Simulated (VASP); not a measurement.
# AlN: GW quasiparticle gap, part 4 of 5

How does the gap of AlN change from the starting functional to GW? The cell is of the zinc-blende type, one of the forms listed for this formula. The start is a computed cell from the Materials Project.

VASP 6.6.1, plane waves and PAW; the level of theory is named at each step.

So far, quasiparticle gap on the mesh (eV): step 3 (evGW0, evGW0 on PBE) 4.97; step 4 (evGW, evGW on PBE) 5.41. Also gap on the k-mesh (eV): step 2 (empty bands, functional PBE) 3.29.

### Step 5. QPGW0

This step: QPGW0 on PBE; plane waves and PAW (Al_GW, N_GW) (VASP 6.6.1).

Here the orbitals are updated too, by diagonalising a Hermitian self-energy in the bands up to NBANDSGW.

Contents of INCAR:

```
SYSTEM = AlN
PREC = Accurate
ENCUT = 450
ISMEAR = 0
SIGMA = 0.01
LREAL = .FALSE.
GGA = PE
NBANDS = 136
ALGO = QPGW0
NELMGW = 4
ENCUTGW = 200
NOMEGA = 64
PRECFOCK = Fast
NBANDSGW = 24
LWAVE = .FALSE.
LCHARG = .FALSE.
```

Contents of POSCAR:

```
AlN
1.0
    0.0000000000      2.1839935596      2.1839935596
    2.1839935596      0.0000000000      2.1839935596
    2.1839935596      2.1839935596      0.0000000000
Al N
1 1
Direct
    0.0000000000      0.0000000000      0.0000000000
    0.2500000000      0.2500000000      0.2500000000
```

Contents of KPOINTS:

```
Automatic mesh
0
Gamma
4 4 4
0 0 0
```

PAW data sets: Al_GW and N_GW (PBE family, release 64).

Started as:

```console
$ mpirun -np 8 vasp_std
```

The program printed:

```text
[banner, memory and clock lines left out]
running    8 mpi-ranks, on    1 nodes
 distrk:  each k-point on    8 cores,    1 groups
 distr:  one band on    1 cores,    8 groups

 POSCAR found type information on POSCAR AlN
 POSCAR found :  2 types and       2 ions
 [... a notice as in an earlier step ...]

 [... a notice as in an earlier step ...]

 LDA part: xc-table for (Slater+PW92), standard interpolation
 found WAVECAR, reading the header
 POSCAR, INCAR and KPOINTS ok, starting setup
 FFT: planning ... GRIDC
 FFT: planning ... GRID_SOFT
 FFT: planning ... GRID
 reading WAVECAR
 the WAVECAR file was read successfully
 initial charge from wavefunction
 available memory per node:     56.47 GB, setting MAXMEM to     57827

 The Fermi energy was updated, please check that it is located mid-gap
 values below the HOMO (VB) or above the LUMO (CB) will cause erroneous energies
 E-fermi :   6.6261

 calculate exact exchange contribution
 the WAVEDER file was read successfully
energies w=
    0.000    0.000    0.564    0.000    1.126    0.000    1.686    0.000
    2.242    0.000    2.793    0.000    3.339    0.000    3.878    0.000
    4.411    0.000    4.936    0.000    5.455    0.000    5.966    0.000
    6.470    0.000    6.967    0.000    7.458    0.000    7.943    0.000
    8.423    0.000    8.899    0.000    9.371    0.000    9.841    0.000
   10.309    0.000   10.776    0.000   11.244    0.000   11.713    0.000
   12.184    0.000   12.660    0.000   13.140    0.000   13.627    0.000
   14.122    0.000   14.626    0.000   15.142    0.000   15.671    0.000
   16.216    0.000   16.778    0.000   17.361    0.000   17.967    0.000
   18.599    0.000   19.262    0.000   19.960    0.000   20.697    0.000
   21.478    0.000   22.312    0.000   23.205    0.000   24.166    0.000
   25.207    0.000   26.341    0.000   27.582    0.000   28.952    0.000
   30.472    0.000   32.175    0.000   34.096    0.000   36.286    0.000
   38.807    0.000   41.743    0.000   45.210    0.000   49.367    0.000
   54.444    0.000   60.784    0.000   68.918    0.000   79.726    0.000
   94.763    0.000  117.079    0.000  153.565    0.000  223.794    0.000
 responsefunction array rank=     144
 LDA part: xc-table for (Slater+PW92), standard interpolation

 min. memory requirement per mpi rank    111.8 MB, per node    894.3 MB

 allocating   8 responsefunctions rank=   144
 shmem allocating  64 responsefunctions rank=   144
 response function shared by NCSHMEM nodes    1
 Doing            8  frequencies on each core in blocks of           64
NQ=   1    0.0000    0.0000    0.0000,
|.........|.........|.........|.........|.........|.........|.........|.........
 performed        119000 updates of chi_q(r,r)
 total number of BLAS operations         17.99 Gflops
NQ=   2    0.2500    0.0000    0.0000,
|.........|.........|.........|.........|.........|.........|.........|.........
 performed        421000 updates of chi_q(r,r)
 total number of BLAS operations         64.09 Gflops
NQ=   3    0.5000    0.0000    0.0000,
|.........|.........|.........|.........|.........|.........|.........|.........
 performed        671000 updates of chi_q(r,r)
 total number of BLAS operations        102.23 Gflops
NQ=   4    0.2500    0.2500    0.0000,
|.........|.........|.........|.........|.........|.........|.........|.........
 performed        973000 updates of chi_q(r,r)
 total number of BLAS operations        145.05 Gflops
NQ=   5    0.5000    0.2500    0.0000,
|.........|.........|.........|.........|.........|.........|.........|.........
 performed       1419000 updates of chi_q(r,r)
 total number of BLAS operations        207.25 Gflops
NQ=   6   -0.2500    0.2500    0.0000,
|.........|.........|.........|.........|.........|.........|.........|.........
 performed       1812000 updates of chi_q(r,r)
 total number of BLAS operations        263.85 Gflops
NQ=   7    0.5000    0.5000    0.0000,
|.........|.........|.........|.........|.........|.........|.........|.........
 performed       2023000 updates of chi_q(r,r)
 total number of BLAS operations        290.67 Gflops
NQ=   8   -0.2500    0.5000    0.2500,
|.........|.........|.........|.........|.........|.........|.........|.........
 performed       2312000 updates of chi_q(r,r)
 total number of BLAS operations        338.70 Gflops
 resolving degeneracies of screened two electron integrals

 calculate QP shifts <psi_nk| G(iteration)W_0 |psi_nk>: iteration 1

 QP shifts <psi_nk| G(iteration)W_0 |psi_nk>: iteration 1
 NQ=           1  operations          48
 NQ=           2  operations           6
 NQ=           3  operations          12
 NQ=           4  operations           8
 NQ=           5  operations           2
 NQ=           6  operations           4
 NQ=           7  operations          16
 NQ=           8  operations           8
 allocating   8 responsefunctions rank=   144
 shmem allocating  64 responsefunctions rank=   144
 response function shared by NCSHMEM nodes    1
 Doing            8  frequencies on each core in blocks of           64
NQ=   1    0.0000    0.0000    0.0000,
|.........|.........|.........|.........|.........|.........|.........|.........
 performed        119000 updates of chi_q(r,r)
 total number of BLAS operations         17.99 Gflops
NQ=   2    0.2500    0.0000    0.0000,
|.........|.........|.........|.........|.........|.........|.........|.........
 performed        421000 updates of chi_q(r,r)
 total number of BLAS operations         64.09 Gflops
NQ=   3    0.5000    0.0000    0.0000,
|.........|.........|.........|.........|.........|.........|.........|.........
 performed        671000 updates of chi_q(r,r)
 total number of BLAS operations        102.23 Gflops
NQ=   4    0.2500    0.2500    0.0000,
|.........|.........|.........|.........|.........|.........|.........|.........
 performed        973000 updates of chi_q(r,r)
 total number of BLAS operations        145.05 Gflops
NQ=   5    0.5000    0.2500    0.0000,
|.........|.........|.........|.........|.........|.........|.........|.........
 performed       1419000 updates of chi_q(r,r)
 total number of BLAS operations        207.25 Gflops
NQ=   6   -0.2500    0.2500    0.0000,
|.........|.........|.........|.........|.........|.........|.........|.........
 performed       1812000 updates of chi_q(r,r)
 total number of BLAS operations        263.85 Gflops
NQ=   7    0.5000    0.5000    0.0000,
|.........|.........|.........|.........|.........|.........|.........|.........
 performed       2023000 updates of chi_q(r,r)
 total number of BLAS operations        290.67 Gflops
NQ=   8   -0.2500    0.5000    0.2500,
|.........|.........|.........|.........|.........|.........|.........|.........
 performed       2312000 updates of chi_q(r,r)
 total number of BLAS operations        338.70 Gflops
 resolving degeneracies of screened two electron integrals

 QP shifts <psi_nk| G(iteration)W_0 |psi_nk>: iteration 2
 NQ=           1  operations          48
 NQ=           2  operations           6
 NQ=           3  operations          12
 NQ=           4  operations           8
 NQ=           5  operations           2
 NQ=           6  operations           4
 NQ=           7  operations          16
 NQ=           8  operations           8
 allocating   8 responsefunctions rank=   144
 shmem allocating  64 responsefunctions rank=   144
 response function shared by NCSHMEM nodes    1
 Doing            8  frequencies on each core in blocks of           64
NQ=   1    0.0000    0.0000    0.0000,
|.........|.........|.........|.........|.........|.........|.........|.........
 performed        119000 updates of chi_q(r,r)
 total number of BLAS operations         17.99 Gflops
NQ=   2    0.2500    0.0000    0.0000,
|.........|.........|.........|.........|.........|.........|.........|.........
 performed        421000 updates of chi_q(r,r)
 total number of BLAS operations         64.09 Gflops
NQ=   3    0.5000    0.0000    0.0000,
|.........|.........|.........|.........|.........|.........|.........|.........
 performed        671000 updates of chi_q(r,r)
 total number of BLAS operations        102.23 Gflops
NQ=   4    0.2500    0.2500    0.0000,
|.........|.........|.........|.........|.........|.........|.........|.........
 performed        973000 updates of chi_q(r,r)
 total number of BLAS operations        145.05 Gflops
NQ=   5    0.5000    0.2500    0.0000,
|.........|.........|.........|.........|.........|.........|.........|.........
 performed       1419000 updates of chi_q(r,r)
 total number of BLAS operations        207.25 Gflops
NQ=   6   -0.2500    0.2500    0.0000,
|.........|.........|.........|.........|.........|.........|.........|.........
 performed       1812000 updates of chi_q(r,r)
 total number of BLAS operations        263.85 Gflops
NQ=   7    0.5000    0.5000    0.0000,
|.........|.........|.........|.........|.........|.........|.........|.........
 performed       2023000 updates of chi_q(r,r)
 total number of BLAS operations        290.67 Gflops
NQ=   8   -0.2500    0.5000    0.2500,
|.........|.........|.........|.........|.........|.........|.........|.........
 performed       2312000 updates of chi_q(r,r)
 total number of BLAS operations        338.70 Gflops
 resolving degeneracies of screened two electron integrals

 QP shifts <psi_nk| G(iteration)W_0 |psi_nk>: iteration 3
 NQ=           1  operations          48
 NQ=           2  operations           6
 NQ=           3  operations          12
 NQ=           4  operations           8
 NQ=           5  operations           2
 NQ=           6  operations           4
 NQ=           7  operations          16
 NQ=           8  operations           8
 allocating   8 responsefunctions rank=   144
 shmem allocating  64 responsefunctions rank=   144
 response function shared by NCSHMEM nodes    1
 Doing            8  frequencies on each core in blocks of           64
NQ=   1    0.0000    0.0000    0.0000,
|.........|.........|.........|.........|.........|.........|.........|.........
 performed        119000 updates of chi_q(r,r)
 total number of BLAS operations         17.99 Gflops
NQ=   2    0.2500    0.0000    0.0000,
|.........|.........|.........|.........|.........|.........|.........|.........
 performed        421000 updates of chi_q(r,r)
 total number of BLAS operations         64.09 Gflops
NQ=   3    0.5000    0.0000    0.0000,
|.........|.........|.........|.........|.........|.........|.........|.........
 performed        671000 updates of chi_q(r,r)
 total number of BLAS operations        102.23 Gflops
NQ=   4    0.2500    0.2500    0.0000,
|.........|.........|.........|.........|.........|.........|.........|.........
 performed        973000 updates of chi_q(r,r)
 total number of BLAS operations        145.05 Gflops
NQ=   5    0.5000    0.2500    0.0000,
|.........|.........|.........|.........|.........|.........|.........|.........
 performed       1419000 updates of chi_q(r,r)
 total number of BLAS operations        207.25 Gflops
NQ=   6   -0.2500    0.2500    0.0000,
|.........|.........|.........|.........|.........|.........|.........|.........
 performed       1812000 updates of chi_q(r,r)
 total number of BLAS operations        263.85 Gflops
NQ=   7    0.5000    0.5000    0.0000,
|.........|.........|.........|.........|.........|.........|.........|.........
 performed       2023000 updates of chi_q(r,r)
 total number of BLAS operations        290.67 Gflops
NQ=   8   -0.2500    0.5000    0.2500,
|.........|.........|.........|.........|.........|.........|.........|.........
 performed       2312000 updates of chi_q(r,r)
 total number of BLAS operations        338.70 Gflops
 resolving degeneracies of screened two electron integrals

 QP shifts <psi_nk| G(iteration)W_0 |psi_nk>: iteration 4
 NQ=           1  operations          48
 NQ=           2  operations           6
 NQ=           3  operations          12
 NQ=           4  operations           8
 NQ=           5  operations           2
 NQ=           6  operations           4
 NQ=           7  operations          16
 NQ=           8  operations           8
 entering main loop
```

The job ended after 3.8 min (8 MPI ranks of Intel Xeon Platinum 8259CL at 2.50GHz (Skylake/Cascade Lake), shared host; peak memory 1.5 GiB; 24 min of CPU time).

Parts of OUTCAR (step 5):

```text
   NELECT =       8.0000    total number of electrons

 E-fermi :   6.6261

 QP shifts <psi_nk| G(iteration)W_0 |psi_nk>: iteration 1
 k-point   1 :       0.0000    0.0000    0.0000
  band No. DFT-energies  QP-energies  QP-e(diag)   sigma(DFT)    Z            occupation
      1     -10.0154     -11.5135     -11.5105     -12.2008       0.6841       2.0000
      2       4.9809       3.9570       3.9788       3.6831       0.7722       2.0000
      3       4.9809       3.9570       3.9788       3.6831       0.7722       2.0000
      4       4.9809       3.9570       3.9788       3.6831       0.7722       2.0000
      5       9.1564       9.6731       9.7896       9.9420       0.8060       0.0000
      6      17.5052      18.3812      18.3816      18.6001       0.8004       0.0000
      7      17.5052      18.3812      18.3816      18.6001       0.8004       0.0000
      8      17.5052      18.3812      18.3816      18.6001       0.8004       0.0000
    ...

     24      55.1009      55.1009      55.1009      55.1009       1.0000       0.0000

 k-point   2 :       0.2500    0.0000    0.0000
  band No. DFT-energies  QP-energies  QP-e(diag)   sigma(DFT)    Z            occupation
      1      -9.1639     -10.7138     -10.7059     -11.3030       0.7209       2.0000
      2       1.7087       0.4373       0.4759       0.0679       0.7514       2.0000
      3       4.7233       3.6601       3.6917       3.3876       0.7723       2.0000
      4       4.7233       3.6601       3.6917       3.3876       0.7723       2.0000
      5      11.4195      12.1536      12.1691      12.3670       0.7911       0.0000
      6      15.9276      16.7641      16.7879      17.0317       0.7792       0.0000
      7      17.2748      18.0562      18.0658      18.2686       0.7960       0.0000
      8      17.2748      18.0562      18.0658      18.2686       0.7960       0.0000
    ...

 QP shifts <psi_nk| G(iteration)W_0 |psi_nk>: iteration 2
 k-point   1 :       0.0000    0.0000    0.0000
  band No. DFT-energies  QP-energies  QP-e(diag)   sigma(DFT)    Z            occupation
      1     -11.5135     -12.0376     -12.0354     -12.2596       0.6996       2.0000
      2       3.9570       3.6400       3.6546       3.5665       0.7743       2.0000
      3       3.9570       3.6400       3.6546       3.5665       0.7743       2.0000
      4       3.9570       3.6400       3.6546       3.5665       0.7743       2.0000
      5       9.6731       9.6875       9.8129       9.8456       0.8101       0.0000
      6      18.3812      18.5050      18.5119      18.5442       0.8021       0.0000
      7      18.3812      18.5050      18.5119      18.5442       0.8021       0.0000
      8      18.3812      18.5050      18.5119      18.5442       0.8021       0.0000
    ...

 QP shifts <psi_nk| G(iteration)W_0 |psi_nk>: iteration 3
 k-point   1 :       0.0000    0.0000    0.0000
  band No. DFT-energies  QP-energies  QP-e(diag)   sigma(DFT)    Z            occupation
      1     -12.0376     -12.2411     -12.2378     -12.3229       0.7016       2.0000
      2       3.6400       3.4594       3.4744       3.4276       0.7797       2.0000
      3       3.6400       3.4594       3.4744       3.4276       0.7797       2.0000
      4       3.6400       3.4594       3.4744       3.4276       0.7797       2.0000
      5       9.6875       9.6609       9.7658       9.7846       0.8066       0.0000
      6      18.5050      18.5413      18.5479      18.5583       0.8047       0.0000
      7      18.5050      18.5413      18.5479      18.5583       0.8047       0.0000
      8      18.5050      18.5413      18.5479      18.5583       0.8047       0.0000
    ...

 QP shifts <psi_nk| G(iteration)W_0 |psi_nk>: iteration 4
 k-point   1 :       0.0000    0.0000    0.0000
  band No. DFT-energies  QP-energies  QP-e(diag)   sigma(DFT)    Z            occupation
      1     -12.2411     -12.3179     -12.3131     -12.3435       0.7033       2.0000
      2       3.4594       3.3842       3.3977       3.3802       0.7792       2.0000
      3       3.4594       3.3842       3.3977       3.3802       0.7792       2.0000
      4       3.4594       3.3842       3.3977       3.3802       0.7792       2.0000
      5       9.6609       9.6789       9.7509       9.7724       0.8075       0.0000
      6      18.5413      18.5585      18.5664      18.5725       0.8047       0.0000
      7      18.5413      18.5585      18.5664      18.5725       0.8047       0.0000
      8      18.5413      18.5585      18.5664      18.5725       0.8047       0.0000
    ...

[... 16 parts as in an earlier step ...]

[... 29 further parts left out ...]
```

Numbers from this step:

```
quasiparticle gap on the mesh                 : 5.338 eV
smallest direct quasiparticle gap on the mesh : 6.295 eV
```

QP gap by iteration, by row:

```
iteration  gap (eV)  direct gap (eV)
        1     4.689            5.716
        2     5.033            6.048
        3      5.24            6.202
        4     5.338            6.295
```

GW takes the gap from 3.290 to 5.338 eV. That is +371 meV against evGW0 on PBE. The last pass still moved it by +98 meV. The value holds for 136 bands, ENCUTGW = 200 eV and this mesh, and isn't shown to be converged in them.

### Step 6. Orbitals for another starting point

This step: PBE; plane waves and PAW (Al_GW, N_GW) (VASP 6.6.1).

A hybrid converges faster from good orbitals, so a cheap PBE run writes WAVECAR first.

Contents of INCAR:

```
SYSTEM = AlN
PREC = Accurate
ENCUT = 450
EDIFF = 1E-05
NELM = 100
ISMEAR = 0
SIGMA = 0.01
LREAL = .FALSE.
ALGO = Normal
GGA = PE
NBANDS = 10
LORBIT = 11
LWAVE = .TRUE.
LCHARG = .FALSE.
KPAR = 8
```

POSCAR is that of step 5.

KPOINTS is that of step 5.

Started as:

```console
$ mpirun -np 8 vasp_std
```

The program printed:

```text
[banner, memory and clock lines left out]
running    8 mpi-ranks, on    1 nodes
 distrk:  each k-point on    1 cores,    8 groups
 distr:  one band on    1 cores,    1 groups

 POSCAR found type information on POSCAR AlN
 POSCAR found :  2 types and       2 ions
 [... a notice as in an earlier step ...]

 LDA part: xc-table for (Slater+PW92), standard interpolation
 POSCAR, INCAR and KPOINTS ok, starting setup
 FFT: planning ... GRIDC
 FFT: planning ... GRID_SOFT
 FFT: planning ... GRID
 WAVECAR not read
 entering main loop
       N       E                     dE             d eps       ncg     rms          rms(c)
DAV:   1     0.142619022317E+02    0.14262E+02   -0.41317E+03   168   0.649E+02
DAV:   2    -0.165033556844E+02   -0.30765E+02   -0.28575E+02   212   0.166E+02
DAV:   3    -0.172103800179E+02   -0.70702E+00   -0.70579E+00   198   0.216E+01
DAV:   4    -0.172133616337E+02   -0.29816E-02   -0.29811E-02   214   0.169E+00
DAV:   5    -0.172133990808E+02   -0.37447E-04   -0.37446E-04   178   0.179E-01    0.857E+00
DAV:   6    -0.148511859648E+02    0.23622E+01   -0.12057E+01   218   0.250E+01    0.220E+00
DAV:   7    -0.148315801572E+02    0.19606E-01   -0.95822E-02   178   0.264E+00    0.142E+00
DAV:   8    -0.148253152873E+02    0.62649E-02   -0.26944E-02   170   0.281E+00    0.189E-01
DAV:   9    -0.148250586862E+02    0.25660E-03   -0.19492E-03   252   0.392E-01    0.619E-02
DAV:  10    -0.148251880484E+02   -0.12936E-03   -0.14279E-04   172   0.919E-02    0.150E-02
DAV:  11    -0.148251864683E+02    0.15800E-05   -0.65818E-06   118   0.290E-02
   1 F= -.14825186E+02 E0= -.14825186E+02  d E =-.658255E-13
 writing wavefunctions
```

Run time: 2.4 s. Hardware: 8 MPI ranks; peak memory 1 GiB; 12 s of CPU time.

Parts of OUTCAR (step 6):

```text
   k-points           NKPTS =      8   k-points in BZ     NKDIM =      8   number of bands    NBANDS=     10

   NELECT =       8.0000    total number of electrons

 E-fermi :   5.0280

 k-point     1 :       0.0000    0.0000    0.0000
  band No.  band energies     occupation
      1     -10.0153      2.00000
      2       4.9810      2.00000
      3       4.9810      2.00000
      4       4.9810      2.00000
      5       9.1562      0.00000
      6      17.5051      0.00000
      7      17.5051      0.00000
      8      17.5051      0.00000
      9      22.6353      0.00000
    ...

  Total        0.3164633      0.3164633      0.3164633      0.0000000     -0.0000000      0.0000000
  in kB       24.3360397     24.3360397     24.3360397      0.0000000     -0.0000000      0.0000000
  external PRESSURE =      24.3360397 kB  Pullay stress =       0.0000000 kB

  FREE ENERGIE OF THE ION-ELECTRON SYSTEM (eV)
  ---------------------------------------------------
  free  energy   TOTEN  =       -14.8251864683 eV

  energy  without entropy=      -14.8251864683  energy(sigma->0) =      -14.82518647

[... 8 parts as in an earlier step ...]

[... 9 further parts left out ...]
```

Numbers from this step:

* free energy (TOTEN): -14.83 eV
* Fermi energy: 5.028 eV
* pressure: 2.434 GPa

The run ends at a pressure of 2.43 GPa.

(Part 4 of 5 ends here.)

[Lines on the potential files, build, host, timing and source positions are cut from VASP's logs without a mark.]

[Logs are printed without paths, hosts, clocks, repeated set-up lines and the standing remarks that a program may print on its own settings, such as how far it seeks lower states.]

[Hosts, paths, dates, database ids (printed as entryN), source tags and the programs' standing remarks are cut or masked in the printed files.]

[Pressures printed for these runs are not shown converged in the cutoff: they can be off by several GPa and have the wrong sign.]
